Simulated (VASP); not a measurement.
Here is the system:

```yaml
crystal:
  lattice:
    - [1.24533, 0.71899, 3.21501]
    - [-1.24533, 0.71899, 3.21501]
    - [0.00000, -1.43798, 3.21501]
  atoms:
    - { symbol: B, position: [0.99975, 0.99975, 0.99975] }
    - { symbol: N, position: [0.33268, 0.33268, 0.33268] }
```

The numbers are results of LDA (Ceperley-Alder, Perdew-Zunger), VASP's LDA PAW potentials (set 64) (plane waves; VASP), not measurements. Settings: 520 eV cut-off, Gaussian smearing of 0.050 eV, potentials B N.

Question: What does the run give for the band gap (along the path) with the smallest direct gap where there is one?

Answer: 
- band gap (along the path): 3.94 eV
- smallest direct gap (along the path): 4.59 eV

Total energies compare only between runs with the same potentials, cut-off and functional.

The structure comes from a computed database's BN entry (R3m); how it stands against other phases isn't given here. It was relaxed first, which changed the volume by -6 %.
